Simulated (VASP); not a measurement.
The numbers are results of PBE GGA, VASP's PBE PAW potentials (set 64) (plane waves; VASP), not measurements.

A VASP calculation is set up with these files.

POSCAR:
```
MoSi2
1
   -1.5966540000     1.5966540000     3.9045900000
    1.5966540000    -1.5966540000     3.9045900000
    1.5966540000     1.5966540000    -3.9045900000
Si Mo
2 1
Direct
  0.6650000000   0.6650000000   0.0000000000
  0.3350000000   0.3350000000   0.0000000000
  0.0000000000   0.0000000000   0.0000000000
```

**INCAR**
```
GGA = PE
SIGMA = 0.1
EDIFF = 1E-6
ISIF = 2   # forces and stress, cell fixed
NBANDS = 23
SYSTEM = MoSi2
LREAL = .False.   # projection in real space or not
LMAXMIX = 4
PREC = Accurate
NELM = 100   # most electronic steps
ALGO = Normal   # blocked Davidson
ISMEAR = 0   # Gaussian
LWAVE = .False.
ENCUT = 300   # plane-wave cut-off (eV)
LASPH = .True.   # aspherical one-centre terms
LCHARG = .False.
```

### KPOINTS_OPT
```
k-points along high-symmetry lines
6
Line-mode
Reciprocal
  0.000000   0.000000   0.000000 ! GAMMA
  0.000000   0.000000   0.500000 ! X

  0.000000   0.000000   0.500000 ! X
  0.250000   0.250000   0.250000 ! P

  0.250000   0.250000   0.250000 ! P
  0.000000   0.500000   0.000000 ! N

  0.000000   0.500000   0.000000 ! N
  0.000000   0.000000   0.000000 ! GAMMA

  0.000000   0.000000   0.000000 ! GAMMA
  0.500000   0.500000  -0.500000 ! M

  0.500000   0.500000  -0.500000 ! M
  0.291803   0.708197  -0.291803 ! S

 -0.291803   0.291803   0.291803 ! S_0
  0.000000   0.000000   0.000000 ! GAMMA

  0.000000   0.000000   0.500000 ! X
 -0.083607   0.083607   0.500000 ! R

  0.500000   0.500000  -0.083607 ! G
  0.500000   0.500000  -0.500000 ! M
```

### KPOINTS
```
Regular mesh
0
gamma
10 10 10
```

POTCAR, in this order: Si Mo_sv (PBE.64 set). Program: vasp_std.

Output of the run:

OUTCAR:
```
 ion  position               nearest neighbor table
   1  0.665  0.665  0.000-   2 2.58   3 2.60   3 2.60   3 2.60   3 2.60   3 2.62   2 2.62   2 2.62
                             2 2.62   2 2.62
   2  0.335  0.335  0.000-   1 2.58   3 2.60   3 2.60   3 2.60   3 2.60   3 2.62   1 2.62   1 2.62
                             1 2.62   1 2.62
   3  0.000  0.000  0.000-   1 2.60   1 2.60   1 2.60   2 2.60   1 2.60   2 2.60   2 2.60   2 2.60
                             1 2.62   2 2.62
  LATTYP: Found a body centered tetragonal cell.
 ALAT       =     3.1933080000
 C/A-ratio  =     2.4454828660
 Subroutine PRICEL returns:
 Original cell was already a primitive cell.
 Subroutine GETGRP returns: Found 16 space group operations
The static configuration has the point symmetry D_4h.
The dynamic configuration has the point symmetry D_4h.
 Subroutine INISYM returns: Found 16 space group operations
 Subroutine IBZKPT returns following result:
 Found    102 irreducible k-points:

 Following reciprocal coordinates:
            Coordinates               Weight
  0.000000  0.000000  0.000000      1.000000
  0.100000  0.000000  0.000000      8.000000
  0.200000  0.000000  0.000000      8.000000
  0.300000  0.000000  0.000000      8.000000
  0.400000  0.000000  0.000000      8.000000
  0.500000  0.000000  0.000000      4.000000
  0.100000  0.100000  0.000000      8.000000
  0.200000  0.100000  0.000000     16.000000
  0.300000  0.100000 -0.000000     16.000000
  0.400000  0.100000  0.000000     16.000000
  0.500000  0.100000  0.000000     16.000000
 -0.400000  0.100000 -0.000000     16.000000
 -0.300000  0.100000 -0.000000     16.000000
 -0.200000  0.100000  0.000000     16.000000
 -0.100000  0.100000  0.000000      4.000000
  0.200000  0.200000  0.000000      8.000000
  0.300000  0.200000  0.000000     16.000000
  0.400000  0.200000  0.000000     16.000000
  0.500000  0.200000  0.000000     16.000000
...
```

### OSZICAR
```
       N       E                     dE             d eps       ncg     rms          rms(c)
DAV:   1     0.782451553438E+02    0.78245E+02   -0.77878E+03  4812   0.597E+02
DAV:   2    -0.223464587025E+02   -0.10059E+03   -0.98017E+02  5757   0.196E+02
DAV:   3    -0.241121130922E+02   -0.17657E+01   -0.17596E+01  5763   0.237E+01
DAV:   4    -0.241176522103E+02   -0.55391E-02   -0.55389E-02  5175   0.162E+00
DAV:   5    -0.241176834415E+02   -0.31231E-04   -0.31230E-04  5826   0.110E-01    0.216E+01
DAV:   6    -0.233862153666E+02    0.73147E+00   -0.41493E+00  5056   0.120E+01    0.500E+00
DAV:   7    -0.232624779789E+02    0.12374E+00   -0.63742E-01  4958   0.414E+00    0.454E+00
DAV:   8    -0.232278053403E+02    0.34673E-01   -0.75644E-02  5518   0.172E+00    0.441E-01
DAV:   9    -0.232270102543E+02    0.79509E-03   -0.16845E-03  5294   0.258E-01    0.256E-01
DAV:  10    -0.232269541048E+02    0.56149E-04   -0.29917E-04  5554   0.123E-01    0.457E-02
DAV:  11    -0.232269427958E+02    0.11309E-04   -0.84363E-05  5315   0.583E-02    0.362E-02
DAV:  12    -0.232269429639E+02   -0.16816E-06   -0.89562E-06  5483   0.189E-02
   1 F= -.23226943E+02 E0= -.23226199E+02  d E =-.148727E-02
       N       E                     dE             ncg
```

### OUTCAR
```
------------------------ aborting loop because EDIFF is reached ----------------------------------------
  FORCE on cell =-STRESS in cart. coord.  units (eV):
  Direction    XX          YY          ZZ          XY          YZ          ZX
  --------------------------------------------------------------------------------------
  Total        1.1368715      1.1368715      1.3237666      0.0000000      0.0000000      0.0000000
  in kB       45.7472412     45.7472412     53.2678229      0.0000000      0.0000000      0.0000000
  external PRESSURE =      48.2541018 kB  Pullay stress =       0.0000000 kB
  volume of cell :       39.82
      direct lattice vectors                 reciprocal lattice vectors
    -1.596654000  1.596654000  3.904590000     0.000000000  0.313154885  0.128054418
     1.596654000 -1.596654000  3.904590000     0.313154885  0.000000000  0.128054418
     1.596654000  1.596654000 -3.904590000     0.313154885  0.313154885  0.000000000
 POSITION                                       TOTAL-FORCE (eV/Angst)
 -----------------------------------------------------------------------------------
      0.00000      0.00000      5.19310         0.000000      0.000000      0.020744
      0.00000      0.00000      2.61608        -0.000000     -0.000000     -0.020744
      0.00000      0.00000      0.00000        -0.000000     -0.000000     -0.000000
 -----------------------------------------------------------------------------------
    total drift:                                0.000000      0.000000     -0.000000
  FREE ENERGIE OF THE ION-ELECTRON SYSTEM (eV)
  ---------------------------------------------------
  free  energy   TOTEN  =       -23.2269429639 eV

  energy  without entropy=      -23.2254556933  energy(sigma->0) =      -23.22619933
```
(Selected blocks of OUTCAR.)

File OUTCAR:
```
 val. band max:       12.3175019294   @ k =  -0.2000  -0.3000   0.2000

 cond. band min:      12.4403803739   @ k =   0.5000   0.5000   0.3000


 Fermi energy:        12.3718702834

 k-point     1 :       0.0000    0.0000    0.0000
  band No.  band energies     occupation
      1     -48.2480      2.00000
      2     -22.4299      2.00000
      3     -22.3469      2.00000
      4     -22.3469      2.00000
      5      -1.0852      2.00000
      6       5.9699      2.00000
      7       9.0433      2.00000
      8       9.3292      2.00000
      9       9.7650      2.00000
     10       9.7650      2.00000
     11      12.7962      0.00000
     12      15.5886      0.00000
     13      15.6255      0.00000
     14      15.9632      0.00000
     15      15.9632      0.00000
     16      16.5750      0.00000
     17      17.6109      0.00000
     18      17.6109      0.00000
     19      23.0144      0.00000
     20      26.0568      0.00000
     21      26.2148      0.00000
     22      27.5281      0.00000
     23      27.5281      0.00000

 k-point     2 :       0.1000    0.0000    0.0000
  band No.  band energies     occupation
      1     -48.2465      2.00000
      2     -22.4280      2.00000
      3     -22.3727      2.00000
      4     -22.3445      2.00000
      5      -0.9019      2.00000
      6       5.9807      2.00000
      7       8.4220      2.00000
      8       9.3412      2.00000
      9       9.8861      2.00000
     10      10.0860      2.00000
     11      12.2780      1.81588
     12      14.9581      0.00000
     13      15.2357      0.00000
     14      16.0183      0.00000
     15      16.4736      0.00000
     16      17.0122      0.00000
     17      17.7673      0.00000
     18      18.5978      0.00000
     19      23.5812      0.00000
     20      24.3464      0.00000
     21      25.4444      0.00000
     22      26.6726      0.00000
     23      27.8100      0.00000

 k-point     3 :       0.2000    0.0000    0.0000
...
```

At this cut-off the stress carries a Pulay error, which pulls relaxed volumes low.

The structure is a typed MoSi2 crystal. The cell was not relaxed at this level. The run is one of a series of settings (NBANDS = 23 against the base run), some of them coarse on purpose.
